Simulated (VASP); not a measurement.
Consider the following.

```xyz
2
Lattice="4.2491 -2.3205 0.0000 4.2491 2.3205 0.0000 2.9819 0.0000 3.8142" Properties=species:S:1:pos:R:3 pbc="T T T"
Bi     2.6864     0.0000     0.8925
Bi     8.7938     0.0000     2.9217
```

Level of theory: PBE GGA, VASP's PBE PAW potentials (set 64) (plane waves; VASP 6.6.1). Settings: 400 eV cut-off, 7×7×7 Γ-centred mesh, first-order Methfessel-Paxton smearing of 0.10 eV, potentials Bi_d.

Task: Give the force on each atom (eV/Å).

Result: 
```json
[
 {"atom": "Bi1", "Fx": "-0.092", "Fy": "0.000", "Fz": "-0.030"},
 {"atom": "Bi2", "Fx": "0.092", "Fy": "0.000", "Fz": "0.030"}
]
```

Task: Give the stress tensor in GPa (positive for a compressed cell).

Result: 
```
-0.97   0.00   0.09
 0.00  -1.24   0.00
 0.09   0.00  -1.21
```
The pressure is its mean diagonal, -1.14 GPa.

The compound is Bi in the a7 structure. The cell was not relaxed at this level.
